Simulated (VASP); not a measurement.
Runs of VASP 6.6.1 on Si. It takes space group Fd-3m (No. 227, cubic). The conventional cell has a = 5.471 Å, b = 5.471 Å, c = 5.471 Å, α = 90.00°, β = 90.00°, γ = 90.00°. Si (site symmetry -43m) is surrounded by 4 Si at 2.37 Å. 

```csv
level,cell,exchange at q = 0,grid for exact exchange (PRECFOCK),screening parameter,gap on the mesh (eV),pressure (GPa)
HSE06,"Fd-3m, 20.47 Å³/atom",truncated,Normal,0.2079 1/A,1.33,(c)
PBE,"Fd-3m, 20.47 Å³/atom",-,-,-,0.75,-0.1
PBE,"Fd-3m, 20.01 Å³/atom",-,-,-,(b),2.1
HSE06,"Fd-3m, 20.13 Å³/atom",truncated,Normal,0.2079 1/A,1.30,(a)
```

Alike in all rows: task single point; potentials or basis VASP PAW PBE potentials, release 64 (Si); no spin polarisation; k mesh 6 × 6 × 6; cutoff (eV) 520; smearing gaussian 0.05 eV.

Q: Estimate the missing entries.

A: (a) -0.3; (b) 0.71; (c) -1.9.

Caveats: the PAW data sets were made with another functional, which shifts forces and pressure a little (some runs).

A k mesh can miss the band edges.
